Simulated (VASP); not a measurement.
Crystal: C.

```
C
1.0
     2.46100    0.00000    0.00000
    -1.23050    2.13129    0.00000
     0.00000    0.00000    7.37880
C
4
Direct
  0.00000 0.00000 0.25000
  0.33333 0.66667 0.25000
  0.00000 0.00000 0.75000
  0.66667 0.33333 0.75000
```

The cell was built by a generator and needn't be a form met in nature.

Base run:

- Program: VASP 6.6.1
- Functional: rev-vdW-DF2
- Potentials or basis: VASP PAW PBE potentials, release 64 (C)
- Cutoff: 520 eV
- k mesh: 16 × 16 × 4
- Occupations: fermi-dirac, width 0.05 eV
- Spin: no spin polarisation

Its results: band gap on the k mesh 0.81 eV, direct; pressure 0.8 GPa.

Task: The run is repeated on the same cell with these changes: functional from rev-vdW-DF2 to optB86b-vdW. What comes out?

Result: Band gap on the k mesh 0.82 eV, direct; pressure 1.3 GPa.

Caveats: the PAW data sets were made with another functional, which shifts forces and pressure a little.

A k mesh can miss the band edges.

Not every run made on this cell is shown here.
